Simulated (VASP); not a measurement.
La (dhcp): the lattice constant a from VASP (plane waves, PAW) at several levels of theory. Static lattice.  The measured value holds thermal and zero-point effects that the static calculation lacks.

```tsv
level	lattice constant a (Å)	error against measurement
LDA	3.602	-4.6 %
PBEsol	3.676	-2.6 %
```

Measured: 3.774 Å at 293 K (as given by Wikipedia, Lanthanum (infobox)).

The cell of the LDA run:

Space group P6₃/mmc (No. 194); a = b = 3.602 Å, c = 11.454 Å, α = β = 90.00°, γ = 120.00°

```csv
atom,site,symmetry,x,y,z
La,2a,-3m.,0.0000,0.0000,0.0000
La,2c,-6m2,0.3333,0.6667,0.2500
```

Only levels that ran to the end are used. Left out are those held back, those with too coarse a band path, GW runs whose mesh misses a band edge, hybrids' fits of cells that aren't cubic and levels without matching references; a question may draw on a part of the rest.

The compound is La in the dhcp structure.
